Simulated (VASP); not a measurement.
Method: PBEsol GGA, VASP's PBE PAW potentials (set 64) (plane waves; VASP 6.6.1).

VASP input:

File POSCAR:
```
KMgF3
1
    3.9852643809     0.0000000000    -0.0000000000
   -0.0000000000     3.9852643809     0.0000000000
   -0.0000000000    -0.0000000000     3.9852643809
K Mg F
1 1 3
Direct
  0.0000000000   0.0000000000   0.0000000000
  0.5000000000   0.5000000000   0.5000000000
  0.5000000000   0.0000000000   0.5000000000
  0.0000000000   0.5000000000   0.5000000000
  0.5000000000   0.5000000000   0.0000000000
```

### KPOINTS
```
Automatic mesh
0
Gamma
6 6 6
0 0 0
```

INCAR:
```
# general
SYSTEM=KMgF3
PREC  =Accurate
ENCUT =520
LREAL =F   # projection in real space or not
LASPH =T

# electronic loop
EDIFF =1E-7
NELM  =100
ALGO  =Normal   # blocked Davidson

# smearing
ISMEAR=-5   # tetrahedra, Bloechl

# functional
GGA   =PS   # PBEsol

# ions
ISIF  =2   # forces and stress, cell fixed

# output
LWAVE =F
LCHARG=T
LORBIT=11
NEDOS =601
```

POTCAR, in this order: K_sv Mg F (PBE.64 set). Program: vasp_std.

Question: What will the output report for the number of irreducible k-points (NKPTS), number of bands (NBANDS), largest plane-wave count, number of space-group operations, FFT grid (NGX, NGY, NGZ)?

Answer: 
The number of irreducible k-points (NKPTS) is 20 and the number of bands (NBANDS) is 20. The largest plane-wave count is 1743 and the number of space-group operations is 48. The FFT grid (NGX, NGY, NGZ) is 30 × 30 × 30.

The compound is KMgF3 in the cubic perovskite structure. It was relaxed first.
